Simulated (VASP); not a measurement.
Here is the system:

```xyz
4
Lattice="1.2332 -2.1359 0.0000 1.2332 2.1359 0.0000 0.0000 0.0000 6.7044" Properties=species:S:1:pos:R:3 pbc="T T T"
C      0.0000     0.0000     1.6761
C      0.0000     0.0000     5.0283
C      1.2332     0.7120     1.6761
C      1.2332    -0.7120     5.0283
```

Calculation: optB88-vdW, VASP's PBE PAW potentials (set 64) (plane waves; VASP). Settings: 520 eV cut-off, 11×11×4 Γ-centred mesh, tetrahedra with Blöchl corrections, potentials C.

The cores are frozen, which limits the accuracy of field gradients.

Give the principal components of the electric field gradient (V/Å²) and the asymmetry η at each nucleus.

```json
[
 {"atom": "C1", "Vxx": "-16.9", "Vyy": "-16.9", "Vzz": "33.8", "η": "0.00"},
 {"atom": "C2", "Vxx": "-16.9", "Vyy": "-16.9", "Vzz": "33.8", "η": "0.00"},
 {"atom": "C3", "Vxx": "-15.9", "Vyy": "-15.9", "Vzz": "31.7", "η": "0.00"},
 {"atom": "C4", "Vxx": "-15.9", "Vyy": "-15.9", "Vzz": "31.7", "η": "0.00"}
]
```

The compound is C in the graphite structure. It was relaxed first.
